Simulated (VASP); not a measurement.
Output of a VASP run:

OSZICAR:
```
       N       E                     dE             d eps       ncg     rms          rms(c)
DAV:   1     0.148549585238E+03    0.14855E+03   -0.13364E+04   208   0.874E+02
DAV:   2    -0.337077483555E+02   -0.18226E+03   -0.17991E+03   232   0.261E+02
DAV:   3    -0.481885949326E+02   -0.14481E+02   -0.14443E+02   368   0.524E+01
DAV:   4    -0.485347527670E+02   -0.34616E+00   -0.34602E+00   248   0.894E+00
DAV:   5    -0.485465156880E+02   -0.11763E-01   -0.11763E-01   296   0.124E+00    0.234E+01
DAV:   6    -0.468306983811E+02    0.17158E+01   -0.72219E+00   232   0.131E+01    0.983E+00
DAV:   7    -0.467488851604E+02    0.81813E-01   -0.69594E-01   320   0.395E+00    0.303E+00
DAV:   8    -0.467317690350E+02    0.17116E-01   -0.14099E-01   248   0.206E+00    0.759E-01
DAV:   9    -0.467280683539E+02    0.37007E-02   -0.48522E-02   288   0.105E+00    0.254E-01
DAV:  10    -0.467275239286E+02    0.54443E-03   -0.44421E-03   264   0.436E-01    0.150E-01
DAV:  11    -0.467275180476E+02    0.58810E-05   -0.36108E-04   272   0.123E-01    0.459E-02
DAV:  12    -0.467275073671E+02    0.10680E-04   -0.89965E-05   280   0.547E-02    0.174E-02
DAV:  13    -0.467275068468E+02    0.52032E-06   -0.71031E-06   208   0.163E-02
   1 F= -.46727507E+02 E0= -.46703199E+02  d E =-.486157E-01
```

**OUTCAR**
```
------------------------ aborting loop because EDIFF is reached ----------------------------------------
  FORCE on cell =-STRESS in cart. coord.  units (eV):
  Direction    XX          YY          ZZ          XY          YZ          ZX
  --------------------------------------------------------------------------------------
  Total        1.3657095     -2.2316624     -6.3605324     -0.5389524     -0.6661876     -0.1059524
  in kB       21.7493277    -35.5398843   -101.2933612     -8.5829770    -10.6092343     -1.6873232
  external PRESSURE =     -38.3613059 kB  Pullay stress =       0.0000000 kB
  volume of cell :      100.61
      direct lattice vectors                 reciprocal lattice vectors
     1.841740000 -7.435570000  0.000000000     0.271482403 -0.067244340  0.000000000
     1.841740000  7.435570000  0.000000000     0.271482403  0.067244340  0.000000000
     0.000000000  0.000000000  3.673250000     0.000000000  0.000000000  0.272238481
 POSITION                                       TOTAL-FORCE (eV/Angst)
 -----------------------------------------------------------------------------------
      1.79831     -5.83006      2.72129         0.319688     -0.628177      0.323970
      1.84545      5.82204      1.00749         0.199756      0.950029     -1.106291
      1.78430      0.74925      0.93545         0.261179      0.276248     -0.544009
      1.87921     -0.78019      2.72097        -0.406023     -0.128301      1.032892
      1.88546      3.70762      2.70158        -0.376984      0.382281      0.269456
      1.85771     -3.66866      0.93297         0.002384     -0.852079      0.023982
 -----------------------------------------------------------------------------------
    total drift:                               -0.000164      0.000294     -0.000067
  FREE ENERGIE OF THE ION-ELECTRON SYSTEM (eV)
  ---------------------------------------------------
  free  energy   TOTEN  =       -46.7275068468 eV

  energy  without entropy=      -46.6788911434  energy(sigma->0) =      -46.70319900
```
(Selected blocks of OUTCAR.)

File POSCAR:
```
ZrSi2
1
    1.8417400000    -7.4355700000     0.0000000000
    1.8417400000     7.4355700000     0.0000000000
    0.0000000000     0.0000000000     3.6732500000
Zr Si
2 4
Direct
  0.8802470000   0.0961700000   0.7408400000
  0.1095070000   0.8925050000   0.2742770000
  0.4340230000   0.5347880000   0.2546650000
  0.5626370000   0.4577100000   0.7407530000
  0.2625540000   0.7611870000   0.7354740000
  0.7510330000   0.2576400000   0.2539910000
```

Reconstruct the remaining input files.

This is not unique; one that fits is the input of the run itself, LDA (Ceperley-Alder, Perdew-Zunger), plane waves, VASP's LDA PAW potentials (set 64).

### INCAR
```
! general
SYSTEM =ZrSi2
PREC   =Accurate
ENCUT  =240
LREAL  =.False.
LASPH  =.True.

! electronic loop
EDIFF  =1E-6
NELM   =100
ALGO   =Normal
LMAXMIX=4

! smearing
ISMEAR =0
SIGMA  =0.272

! ions
ISIF   =2

! output
LWAVE  =.False.
LCHARG =.False.
```

**KPOINTS**
```
Automatic mesh
0
Gamma
2 2 2
0.5 0.5 0.5
```

POTCAR, in this order: Zr_sv Si (LDA.64 set). Program: vasp_std.

At this cut-off the stress carries a Pulay error, which pulls relaxed volumes low.

The structure comes from a computed database's ZrSi2 entry, a phase known from measurement. The cell was not relaxed at this level, atoms are displaced from their ideal sites. The k-mesh is coarse (spacing up to 0.88 per Å, 2π included), so the numbers may not be converged in it. The run is one of a series of settings (ENCUT = 240, GGA removed, SIGMA = 0.272, KPOINTS 2×2×2 Γ-centred mesh shifted by (0.5, 0.5, 0.5), POTCAR Zr_sv Si (LDA.64 set) against the base run), some of them coarse on purpose.
